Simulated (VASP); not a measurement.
A convergence study with VASP on IrO2 (rutile): a few settings are varied, all else stays as given below, so the limit is that of these other settings.

```
CELL_PARAMETERS angstrom
      4.50000     0.00000     0.00000
      0.00000     4.50000     0.00000
      0.00000     0.00000     3.15000
ATOMIC_POSITIONS crystal
  Ir 0.00000 0.00000 0.00000
  Ir 0.50000 0.50000 0.50000
  O  0.30800 0.30800 0.00000
  O  0.80800 0.19200 0.50000
  O  0.19200 0.80800 0.50000
  O  0.69200 0.69200 0.00000
```

These are PBE GGA, VASP's PBE PAW potentials (set 64) (plane waves; VASP) values and carry that method's errors. The last row used: 700 eV cut-off, 12×12×17 Γ-centred mesh, second-order Methfessel-Paxton smearing of 0.40 eV, potentials Ir O.

| setting | E (eV/atom) | pressure (GPa) | irreducible k-points |
|---|---|---|---|
| ISMEAR = -1, SIGMA = 0.01, 4×4×5 mesh | -7.0393 | 8.93 | 18 |
| ISMEAR = -1, SIGMA = 0.2, 4×4×5 mesh | -7.0413 | 9.54 | 18 |
| ISMEAR = 0, SIGMA = 0.01, 4×4×5 mesh | -7.0392 | 8.93 | 18 |
| ISMEAR = 0, SIGMA = 0.2, 4×4×5 mesh | -7.0399 | 9.00 | 18 |
| ISMEAR = 1, SIGMA = 0.01, 4×4×5 mesh | -7.0392 | 8.93 | 18 |
| ISMEAR = 1, SIGMA = 0.2, 4×4×5 mesh | -7.0399 | 8.90 | 18 |
| ISMEAR = 2, SIGMA = 0.01, 4×4×5 mesh | -7.0392 | 8.93 | 18 |
| ISMEAR = 2, SIGMA = 0.2, 4×4×5 mesh | [?] | 8.90 | 18 |
| ISMEAR = -1, SIGMA = 0.05, 8×8×11 mesh | -7.0384 | 8.96 | 90 |
| ISMEAR = -1, SIGMA = 0.2, 8×8×11 mesh | -7.0398 | 9.59 | 90 |
| ISMEAR = 0, SIGMA = 0.05, 8×8×11 mesh | -7.0382 | 8.92 | 90 |
| ISMEAR = 0, SIGMA = 0.2, 8×8×11 mesh | -7.0383 | 9.03 | 90 |
| ISMEAR = 1, SIGMA = 0.05, 8×8×11 mesh | -7.0382 | 8.91 | 90 |
| ISMEAR = 1, SIGMA = 0.2, 8×8×11 mesh | -7.0385 | 8.90 | 90 |
| ISMEAR = 2, SIGMA = 0.05, 8×8×11 mesh | -7.0382 | 8.91 | 90 |
| ISMEAR = 2, SIGMA = 0.2, 8×8×11 mesh | -7.0385 | 8.90 | 90 |
| ISMEAR = -1, SIGMA = 0.05, 12×12×17 mesh | -7.0382 | 8.96 | 252 |
| ISMEAR = -1, SIGMA = 0.4, 12×12×17 mesh | -7.0438 | 11.44 | 252 |
| ISMEAR = 0, SIGMA = 0.05, 12×12×17 mesh | -7.0381 | 8.91 | 252 |
| ISMEAR = 0, SIGMA = 0.4, 12×12×17 mesh | -7.0386 | 9.37 | 252 |
| ISMEAR = 1, SIGMA = 0.05, 12×12×17 mesh | -7.0381 | 8.91 | 252 |
| ISMEAR = 1, SIGMA = 0.4, 12×12×17 mesh | -7.0376 | 8.97 | 252 |
| ISMEAR = 2, SIGMA = 0.05, 12×12×17 mesh | -7.0381 | 8.90 | 252 |
| ISMEAR = 2, SIGMA = 0.4, 12×12×17 mesh | -7.0379 | 8.90 | 252 |

Question: Fill in the missing entries.

Answer: 
- ISMEAR = 2, SIGMA = 0.2, 4×4×5 mesh, E (eV/atom): -7.0400

Left out are rungs that failed or repeat a setting and relaxations that didn't move; long series are thinned to 24 rows.

The compound is IrO2 in the rutile structure. The cell was not relaxed at this level.
